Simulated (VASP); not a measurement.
Calculation: PBE GGA with D4 dispersion, VASP's PBE PAW potentials (set 64) (plane waves; VASP).

Input for VASP

### INCAR
```
! general
SYSTEM=SiC
PREC  =Accurate
ENCUT =520
LREAL =.FALSE.
LASPH =.TRUE.

! electronic loop
EDIFF =1E-6
NELM  =100
ALGO  =Normal

! smearing
ISMEAR=0
SIGMA =0.05

! functional
GGA   =PE
IVDW  =13

! ions
IBRION=2
NSW   =60
ISIF  =3
EDIFFG=-0.01

! output
LWAVE =.FALSE.
LCHARG=.FALSE.
```

### POSCAR
```
SiC
1
    0.0000000000     2.1800000000     2.1800000000
    2.1800000000     0.0000000000     2.1800000000
    2.1800000000     2.1800000000     0.0000000000
Si C
1 1
Direct
  0.0000000000   0.0000000000   0.0000000000
  0.2500000000   0.2500000000   0.2500000000
```

### KPOINTS
```
kpoints
0
Gamma
9 9 9
```

POTCAR, in this order: Si C (PBE.64 set). Program: vasp_std.

The resulting files:

File OSZICAR:
```
       N       E                     dE             d eps       ncg     rms          rms(c)
DAV:   1     0.394228371343E+01    0.39423E+01   -0.40155E+03   584   0.825E+02
DAV:   2    -0.165636053645E+02   -0.20506E+02   -0.18528E+02   800   0.106E+02
DAV:   3    -0.169082562605E+02   -0.34465E+00   -0.34465E+00   672   0.169E+01
DAV:   4    -0.169093762696E+02   -0.11200E-02   -0.11200E-02   824   0.101E+00
DAV:   5    -0.169093784853E+02   -0.22157E-05   -0.22157E-05   712   0.262E-02    0.880E+00
DAV:   6    -0.151188632554E+02    0.17905E+01   -0.76064E+00   616   0.157E+01    0.387E+00
DAV:   7    -0.150653107902E+02    0.53552E-01   -0.34007E-01   856   0.414E+00    0.178E+00
DAV:   8    -0.150575943174E+02    0.77165E-02   -0.18740E-02   568   0.126E+00    0.162E-01
DAV:   9    -0.150578874425E+02   -0.29313E-03   -0.77819E-04   888   0.242E-01    0.103E-01
DAV:  10    -0.150579974083E+02   -0.10997E-03   -0.20653E-04   728   0.114E-01    0.219E-02
DAV:  11    -0.150579983120E+02   -0.90366E-06   -0.41268E-05   704   0.395E-02    0.548E-03
DAV:  12    -0.150579984639E+02   -0.15197E-06   -0.16270E-06   496   0.989E-03
   1 F= -.15715728E+02 E0= -.15715728E+02  d E =-.157157E+02
       N       E                     dE             d eps       ncg     rms          rms(c)
DAV:   1    -0.150521935647E+02    0.58047E-02   -0.40317E-02   608   0.176E+00    0.224E-01
DAV:   2    -0.150515117366E+02    0.68183E-03   -0.17461E-03   672   0.277E-01    0.111E-01
DAV:   3    -0.150513710840E+02    0.14065E-03   -0.23611E-04   720   0.108E-01    0.287E-02
DAV:   4    -0.150513491782E+02    0.21906E-04   -0.33465E-05   600   0.358E-02    0.133E-02
DAV:   5    -0.150513494796E+02   -0.30140E-06   -0.90369E-07   488   0.800E-03
   2 F= -.15715787E+02 E0= -.15715787E+02  d E =-.596172E-04
       N       E                     dE             d eps       ncg     rms          rms(c)
DAV:   1    -0.150552280385E+02   -0.38789E-02   -0.89583E-03   592   0.828E-01    0.105E-01
DAV:   2    -0.150550712092E+02    0.15683E-03   -0.39728E-04   672   0.132E-01    0.524E-02
DAV:   3    -0.150550369566E+02    0.34253E-04   -0.52392E-05   720   0.510E-02    0.138E-02
DAV:   4    -0.150550302912E+02    0.66654E-05   -0.76095E-06   600   0.171E-02    0.624E-03
DAV:   5    -0.150550297962E+02    0.49497E-06   -0.19951E-07   304   0.379E-03
   3 F= -.15716316E+02 E0= -.15716316E+02  d E =-.588585E-03
```

### OUTCAR
```
------------------------ aborting loop because EDIFF is reached ----------------------------------------
  Edisp (eV):   -0.66129
  FORCE on cell =-STRESS in cart. coord.  units (eV):
  Direction    XX          YY          ZZ          XY          YZ          ZX
  --------------------------------------------------------------------------------------
  Total       0.01037     0.01037     0.01037    -0.00000    -0.00000    -0.00000
  in kB       0.80674     0.80674     0.80674    -0.00000    -0.00000    -0.00000
  external pressure =        0.81 kB  Pullay stress =        0.00 kB
  volume of cell :       20.59
      direct lattice vectors                 reciprocal lattice vectors
    -0.000000000  2.175373305  2.175373305    -0.229845608  0.229845608  0.229845608
     2.175373305  0.000000000  2.175373305     0.229845608 -0.229845608  0.229845608
     2.175373305  2.175373305  0.000000000     0.229845608  0.229845608 -0.229845608
  FREE ENERGIE OF THE ION-ELECTRON SYSTEM (eV)
  ---------------------------------------------------
  free  energy   TOTEN  =       -15.7163162278 eV

  energy  without entropy=      -15.7163162278  energy(sigma->0) =      -15.71631623

 reached required accuracy - stopping structural energy minimisation
```
(Selected blocks of OUTCAR.)

File CONTCAR:
```
SiC
   1.00000000000000
    -0.0000000000000000    2.1753733052697952    2.1753733052697952
     2.1753733052697952    0.0000000000000000    2.1753733052697952
     2.1753733052697952    2.1753733052697952    0.0000000000000000
  Si              C
     1     1
Direct
     0.0000000000000000    0.0000000000000000    0.0000000000000000
     0.2500000000000000    0.2500000000000000    0.2500000000000000
```

The compound is SiC in the zinc blende structure. This run relaxes it. Symmetry was kept, so distortions that lower it aren't found.
